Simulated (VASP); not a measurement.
Here is the system:

```
CELL_PARAMETERS angstrom
      5.14279     0.00000     0.00000
      0.00000     5.14279     0.00000
      0.00000     0.00000     5.14279
ATOMIC_POSITIONS crystal
  Cs 0.00000 0.00000 0.00000
  Pb 0.50000 0.50000 0.50000
  Br 0.50000 0.00000 0.50000
  Br 0.00000 0.50000 0.50000
  Br 0.50000 0.50000 0.00000
```

All values below come from LDA (Ceperley-Alder, Perdew-Zunger), VASP's LDA PAW potentials (set 64) (plane waves; VASP 6.6.1). Numerical set-up: 500 eV cut-off, 6×6×6 Γ-centred mesh, first-order Methfessel-Paxton smearing of 0.10 eV, potentials Cs_sv Pb_d Br.

Energy and stress use the plane-wave basis of the starting cell.

**Question.** The ions, cell shape and volume at an external pressure of 30.0 GPa are relaxed. Which structure does the run end with?

**Answer.** 
```
CELL_PARAMETERS angstrom
      5.00111     0.00000     0.00000
      0.00000     5.00111     0.00000
      0.00000     0.00000     5.00111
ATOMIC_POSITIONS crystal
  Cs 0.00000 0.00000 0.00000
  Pb 0.50000 0.50000 0.50000
  Br 0.50000 0.00000 0.50000
  Br 0.00000 0.50000 0.50000
  Br 0.50000 0.50000 0.00000
```
Space group Pm-3m (221), at a tolerance of 0.03 Å.

**Question.** How do energy and volume change from the first to the last step?

**Answer.** The energy (σ→0) changes by +335.7 meV/atom and the volume by -8.0 %, in 4 ionic steps.

The compound is CsPbBr3 in the cubic perovskite structure, the ideal cubic form; the compound distorts at low or room temperature. This run relaxes it under an external pressure of 30 GPa. Symmetry was kept, so distortions that lower it aren't found.
